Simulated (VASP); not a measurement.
# YMg6Sb (Amm2) in VASP: single point with r2SCAN

Aim: the single point of YMg6Sb with r2SCAN.

Program: VASP 6.6.1. These are calculated values, not measurements. Logs are shortened: lines on timing, memory, paths and dates and some standing lists are left out, and cuts for length are marked.

**1. The structure**

Symmetry: Amm2, No. 38, orthorhombic system. The conventional cell has a = 5.382 Å, b = 6.229 Å, c = 11.610 Å, α = 90.00°, β = 90.00°, γ = 90.00°. Y (site symmetry mm2) has 2 Sb at 3.11 Å and 10 Mg at 3.26 to 3.33 Å as nearest neighbours. Around Mg (site symmetry m) lie 8 Mg at 3.09 to 3.27 Å and 2 Y at 3.26 to 3.33 Å and 2 Sb at 3.28 to 3.31 Å. Mg (site symmetry m) is surrounded by 8 Mg at 3.11 to 3.38 Å and 2 Sb at 3.27 Å and 2 Y at 3.29 Å. Mg (site symmetry mm2) has 10 Mg at 3.11 to 3.38 Å and 2 Y at 3.31 Å as nearest neighbours. Mg (site symmetry mm2) has 10 Mg at 3.11 to 3.37 Å and 2 Sb at 3.33 Å as nearest neighbours. Sb (site symmetry mm2) is surrounded by 2 Y at 3.11 Å and 10 Mg at 3.27 to 3.33 Å.

The cell comes from a database or a generator and needn't be the stable form of this composition.

**2. Single point, r2SCAN**

POSCAR

```
YMg6Sb
1.0
    5.3822450000      0.0000000000      0.0000000000
    0.0000000000      3.1144220000      5.8047675000
    0.0000000000     -3.1144220000      5.8047675000
Y Mg Sb
1 6 1
Direct
    0.5000000000      0.1705170000      0.1705170000
    0.5000000000      0.6659070000      0.1692570000
    0.5000000000      0.1692570000      0.6659070000
    0.0000000000      0.8273840000      0.3287460000
    0.0000000000      0.3287460000      0.8273840000
    0.0000000000      0.3361220000      0.3361220000
    0.0000000000      0.8355660000      0.8355660000
    0.5000000000      0.6664970000      0.6664970000
```

INCAR.step1

```
SYSTEM = YMg6Sb
PREC = Accurate
ENCUT = 520
ISMEAR = 0
SIGMA = 0.1
LREAL = .False.
LASPH = .True.
NELM = 100
NBANDS = 24
GGA = PE
ALGO = Normal
EDIFF = 1E-4
LWAVE = .True.
LCHARG = .False.
```

INCAR.step2

```
SYSTEM = YMg6Sb
PREC = Accurate
ENCUT = 520
EDIFF = 1E-7
ISMEAR = 0
SIGMA = 0.1
LREAL = .False.
LASPH = .True.
NELM = 100
ALGO = Normal
ISIF = 2
LWAVE = .False.
LCHARG = .True.
METAGGA = R2SCAN
LMIXTAU = .True.
LELF = .True.
LVHAR = .True.
NBANDS = 24
ISTART = 1
```

KPOINTS

```
regular mesh
0
Gamma
  4 4 4
  0 0 0
```

Potentials or basis: VASP PAW PBE potentials, release 64 (Y_sv, Mg, Sb).

Started as:

```console
$ cat potpaw_PBE.64/Y_sv/POTCAR potpaw_PBE.64/Mg/POTCAR potpaw_PBE.64/Sb/POTCAR > POTCAR
$ cp INCAR.step1 INCAR
$ mpirun -np 1 vasp_std > vasp.out
$ cp INCAR.step2 INCAR
$ mpirun -np 1 vasp_std > vasp.out
```

OUTCAR:

```text
SYSTEM = YMg6Sb
   PREC = Accurate
   ENCUT = 520
   EDIFF = 1E-7
   ISMEAR = 0
   LREAL = .False.
   LASPH = .True.
   NELM = 100
   ISIF = 2
   METAGGA = R2SCAN
   ISTART = 1

 ion  position               nearest neighbor table
   1  0.500  0.171  0.171-   8 3.11   8 3.11   2 3.26   3 3.26   4 3.29   5 3.29   4 3.29   5 3.29
                             6 3.31   6 3.31   3 3.33   2 3.33
   2  0.500  0.666  0.169-   3 3.09   3 3.14   6 3.24   6 3.24   7 3.26   7 3.26   1 3.26   4 3.27
                             4 3.27   8 3.28   8 3.31   1 3.33
   3  0.500  0.169  0.666-   2 3.09   2 3.14   6 3.24   6 3.24   7 3.26   7 3.26   1 3.26   5 3.27
                             5 3.27   8 3.28   8 3.31   1 3.33
   4  0.000  0.827  0.329-   5 3.11   5 3.12   6 3.21   7 3.22   8 3.27   8 3.27   2 3.27   2 3.27
                             1 3.29   1 3.29   7 3.37   6 3.38
   5  0.000  0.329  0.827-   4 3.11   4 3.12   6 3.21   7 3.22   8 3.27   8 3.27   3 3.27   3 3.27
                             1 3.29   1 3.29   7 3.37   6 3.38
   6  0.000  0.336  0.336-   7 3.11   7 3.11   4 3.21   5 3.21   2 3.24   3 3.24   2 3.24   3 3.24
                             1 3.31   1 3.31   5 3.38   4 3.38
   7  0.000  0.836  0.836-   6 3.11   6 3.11   4 3.22   5 3.22   2 3.26   3 3.26   2 3.26   3 3.26
                             8 3.33   8 3.33   5 3.37   4 3.37
   8  0.500  0.666  0.666-   1 3.11   1 3.11   4 3.27   5 3.27   4 3.27   5 3.27   2 3.28   3 3.28
                             3 3.31   2 3.31   7 3.33   7 3.33

  LATTYP: Found a base centered orthorhombic cell.
 ALAT       =     6.2288440000
 B/A-ratio  =     1.8638346056
 C/A-ratio  =     0.8640840901

  Lattice vectors:

 A1 = (   0.0000000000,   3.1144220000,  -5.8047675000)
 A2 = (   0.0000000000,   3.1144220000,   5.8047675000)
 A3 = (   5.3822450000,   0.0000000000,   0.0000000000)

Analysis of symmetry for initial positions (statically):
=====================================================================
 Subroutine PRICEL returns:
 Original cell was already a primitive cell.

 Routine SETGRP: Setting up the symmetry group for a
 base centered orthorhombic supercell.

 Subroutine GETGRP returns: Found  4 space group operations
 (whereof  4 operations were pure point group operations)
 out of a pool of  8 trial point group operations.

The static configuration has the point symmetry C_2v.

Analysis of symmetry for dynamics (positions and initial velocities):
=====================================================================
 Subroutine PRICEL returns:
 Original cell was already a primitive cell.

 Routine SETGRP: Setting up the symmetry group for a
 base centered orthorhombic supercell.

 Subroutine GETGRP returns: Found  4 space group operations
 (whereof  4 operations were pure point group operations)
 out of a pool of  8 trial point group operations.

The dynamic configuration has the point symmetry C_2v.

 Subroutine INISYM returns: Found  4 space group operations
 (whereof  4 operations are pure point group operations),
 and found     1 'primitive' translations

----------------------------------------------------------------------------------------

                                     Primitive cell

  volume of cell :     194.6058

  direct lattice vectors                    reciprocal lattice vectors
     5.382245000  0.000000000  0.000000000     0.185796076  0.000000000  0.000000000
     0.000000000  3.114422000  5.804767500     0.000000000  0.160543433  0.086136094
     0.000000000 -3.114422000  5.804767500     0.000000000 -0.160543433  0.086136094

  length of vectors
     5.382245000  6.587484355  6.587484355     0.185796076  0.182191165  0.182191165

  position of ions in fractional coordinates (direct lattice)
     0.500000000  0.170517000  0.170517000
     0.500000000  0.665907000  0.169257000
     0.500000000  0.169257000  0.665907000
     0.000000000  0.827384000  0.328746000
     0.000000000  0.328746000  0.827384000
     0.000000000  0.336122000  0.336122000
     0.000000000  0.835566000  0.835566000
     0.500000000  0.666497000  0.666497000

  ion indices of the primitive-cell ions
   primitive index   ion index
                 1           1
                 2           2
                 3           3
                 4           4
                 5           5
                 6           6
                 7           7
                 8           8

----------------------------------------------------------------------------------------

 KPOINTS: regular mesh

Automatic generation of k-mesh.
 Grid dimensions read from file:
 generate k-points for:    4    4    4

 Generating k-lattice:

  Cartesian coordinates                     Fractional coordinates (reciprocal lattice)
     0.046449019  0.000000000  0.000000000     0.250000000  0.000000000  0.000000000
     0.000000000  0.040135858  0.021534024     0.000000000  0.250000000  0.000000000
     0.000000000 -0.040135858  0.021534024     0.000000000  0.000000000  0.250000000

  Length of vectors
     0.046449019  0.045547791  0.045547791

  Shift w.r.t. Gamma in fractional coordinates (k-lattice)
     0.000000000  0.000000000  0.000000000

 Subroutine IBZKPT returns following result:
 ===========================================

 Found     21 irreducible k-points:

 Following reciprocal coordinates:
            Coordinates               Weight
  0.000000  0.000000  0.000000      1.000000
  0.250000  0.000000  0.000000      2.000000
  0.500000  0.000000  0.000000      1.000000
  0.000000  0.250000 -0.000000      4.000000
  0.250000  0.250000 -0.000000      8.000000
  0.500000  0.250000 -0.000000      4.000000
[... 13 lines left out ...]
  0.250000  0.500000  0.500000      2.000000
  0.500000  0.500000  0.500000      1.000000
   k-points           NKPTS =     21   k-points in BZ     NKDIM =     21   number of bands    NBANDS=     24
   number of dos      NEDOS =    301   number of ions     NIONS =      8
   total plane-waves  NPLWV = 100000
   dimension x,y,z NGX =    40 NGY =   50 NGZ =   50
   dimension x,y,z NGXF=    80 NGYF=  100 NGZF=  100
   ions per type =               1   6   1
   NGX,Y,Z   is equivalent  to a cutoff of  12.36, 12.62, 12.62 a.u.
   NGXF,Y,Z  is equivalent  to a cutoff of  24.71, 25.24, 25.24 a.u.
 SYSTEM =  YMg6Sb
   PREC   = accura    normal or accurate (medium, high low for compatibility)
   ISTART =      1    job   : 0-new  1-cont  2-samecut
   ICHARG =      0    charge: 1-file 2-atom 10-const
   ISPIN  =      1    spin polarized calculation?
   LNONCOLLINEAR =      F non collinear calculations
   LSORBIT =      F    spin-orbit coupling
   LASPH  =      T    aspherical Exc in radial PAW
   ENCUT  =  520.0 eV  38.22 Ry    6.18 a.u.  10.01 12.25 12.25*2*pi/ulx,y,z
   NELM   =    100;   NELMIN=  2; NELMDL=  0     # of ELM steps
   EDIFF  = 0.1E-06   stopping-criterion for ELM
   LREAL  =      F    real-space projection
   EDIFFG = 0.1E-05   stopping-criterion for IOM
   NSW    =      0    number of steps for IOM
   IBRION =     -1    ionic relax: 0-MD 1-quasi-New 2-CG
   NFREE  =      0    steps in history (QN), initial steepest desc. (CG)
   ISIF   =      2    stress and relaxation
   ISYM   =      2    0-nonsym 1-usesym 2-fastsym
   POTIM  = 0.5000    time-step for ionic-motion
   TEBEG  =    0.0;   TEEND  =   0.0 temperature during run
   PSTRESS=    0.0 pullay stress
   NELECT =      28.0000    total number of electrons
   NUPDOWN=      -1.0000    fix difference up-down
   EMIN   =  10.00;   EMAX   =-10.00  energy-range for DOS
   EFERMI =   0.00;   METHOD = LEGACY
   ISMEAR =     0;   SIGMA  =   0.10  broadening in eV -4-tet -1-fermi 0-gaus
   EFERMI_NEDOS =   21; number of points for ismear=-14 and -15
   IALGO  =     38    algorithm
   IMIX   =      4    mixing-type and parameters
     AMIX     =   0.40;   BMIX     =  1.00
     AMIX_MAG =   1.60;   BMIX_MAG =  1.00
  volume/ion in A,a.u.               =      24.33       164.16
  Fermi-wavevector in a.u.,A,eV,Ry     =   0.857845  1.621092 10.012505  0.735898
  Thomas-Fermi vector in A             =   1.974960
   LORBIT       =      0    0 simple, 1 ext, 2 COOP (PROOUT), +10 PAW based schemes
   METAGGA = R2SCAN    functional components
   LHFCALC =     F    Hartree Fock is set to
   AEXX    =    0.0000 exact exchange contribution
   IVDW    =     0    specifies the selected vdW correction
   LEPSILON=     F    determine dielectric tensor
   LRPA    =     F    only Hartree local field effects (RPA)
 non-spin polarized calculation
 Gauss-broadening in eV      SIGMA  =   0.10
  energy-cutoff  :      520.00
  volume of cell :      194.61
 maximum number of plane-waves:      5264
   NGX = 21   NGY = 25   NGZ = 25

 number of electron      28.0000001 magnetization

 Free energy of the ion-electron system (eV)
  ---------------------------------------------------
  ext. energy  EPLUGINS =         0.00000000
  ---------------------------------------------------
  free energy    TOTEN  =       -71.93239146 eV

  energy without entropy =      -71.90359063  energy(sigma->0) =      -71.91799104

 E-fermi :   3.7077     XC(G=0):  -9.4943

 val. band max:        3.6701134952   @ k =   0.2500   0.5000  -0.0000
 cond. band min:       3.7292821391   @ k =   0.2500  -0.2500   0.2500
 fundamental gap:      0.0591686439
 Fermi energy:         3.7077255826

 k-point     1 :       0.0000    0.0000    0.0000
  band No.  band energies     occupation
      1     -40.8108      2.00000
      2     -20.2272      2.00000
      3     -20.2147      2.00000
      4     -20.1245      2.00000
      5      -6.7267      2.00000
      6      -1.9154      2.00000
[... 16 lines left out ...]
     23       6.3779      0.00000
     24       6.8627      0.00000

 k-point     2 :       0.2500    0.0000    0.0000
  band No.  band energies     occupation
      1     -40.8107      2.00000
      2     -20.2269      2.00000
      3     -20.2173      2.00000
      4     -20.1243      2.00000
      5      -6.6067      2.00000
      6      -2.1266      2.00000
[... 505 lines left out ...]
 k-point    21 :       0.5000    0.5000    0.5000
  band No.  band energies     occupation
      1     -40.8107      2.00000
      2     -20.2270      2.00000
      3     -20.2199      2.00000
      4     -20.1251      2.00000
      5      -6.3775      2.00000
      6      -1.6546      2.00000
[... 16 lines left out ...]
     23       7.1919      0.00000
     24       7.7348      0.00000

------------------------ aborting loop because EDIFF is reached ----------------------------------------

  FORCE on cell =-STRESS in cart. coord.  units (eV):
  Direction    XX          YY          ZZ          XY          YZ          ZX
  --------------------------------------------------------------------------------------
  -------------------------------------------------------------------------------------
  Total       -2.4131244     -0.1774249     -0.6394025      0.0000000      0.0000000      0.0000000
  in kB      -19.8671034     -1.4607280     -5.2641608      0.0000000      0.0000000      0.0000000
  external PRESSURE =      -8.8639974 kB  Pullay stress =       0.0000000 kB

 VOLUME and BASIS-vectors are now :
 -----------------------------------------------------------------------------
  energy-cutoff  :      520.00
  volume of cell :      194.61
      direct lattice vectors                 reciprocal lattice vectors
     5.382245000  0.000000000  0.000000000     0.185796076  0.000000000  0.000000000
     0.000000000  3.114422000  5.804767500     0.000000000  0.160543433  0.086136094
     0.000000000 -3.114422000  5.804767500     0.000000000 -0.160543433  0.086136094

 POSITION                                       TOTAL-FORCE (eV/Angst)
 -----------------------------------------------------------------------------------
      2.69112      0.00000      1.97962         0.000000     -0.000000      0.063995
      2.69112      1.54678      4.84793         0.000000      0.028794      0.067964
      2.69112     -1.54678      4.84793         0.000000     -0.028794      0.067964
      0.00000      1.55297      6.71107         0.000000      0.068091     -0.150380
      0.00000     -1.55297      6.71107         0.000000     -0.068091     -0.150380
      0.00000      0.00000      3.90222         0.000000     -0.000000      0.050434
      0.00000      0.00000      9.70053         0.000000     -0.000000      0.041391
      2.69112      0.00000      7.73772         0.000000     -0.000000      0.009012
 -----------------------------------------------------------------------------------
    total drift:                                0.000000     -0.000000      0.000659

  FREE ENERGIE OF THE ION-ELECTRON SYSTEM (eV)
  ---------------------------------------------------
  free  energy   TOTEN  =       -71.9323914564 eV

  energy  without entropy=      -71.9035906256  energy(sigma->0) =      -71.91799104
```

Run time: 5.2 min. Hardware: 1 thread of Intel Xeon Platinum 8375C at 2.90GHz (Ice Lake), shared host; peak memory 0.42 GiB.

Results:

| Item | Value |
| --- | --- |
| Free energy | -71.9324 eV |
| Pressure | -0.9 GPa |
| Largest force | 0.165 eV/Å |
| Band gap on the k mesh | none (metal or under the smearing width) |

Forces in eV/Å, atoms in the order of the input:
```
Y    0.000  0.000  0.064
Mg   0.000  0.029  0.068
Mg   0.000 -0.029  0.068
Mg   0.000  0.068 -0.150
Mg   0.000 -0.068 -0.150
Mg   0.000  0.000  0.050
Mg   0.000  0.000  0.041
Sb   0.000  0.000  0.009
```

Caveat: the PAW data sets were made with another functional, which shifts forces and pressure a little. Spin-orbit coupling is left out, which matters for the levels of Sb.
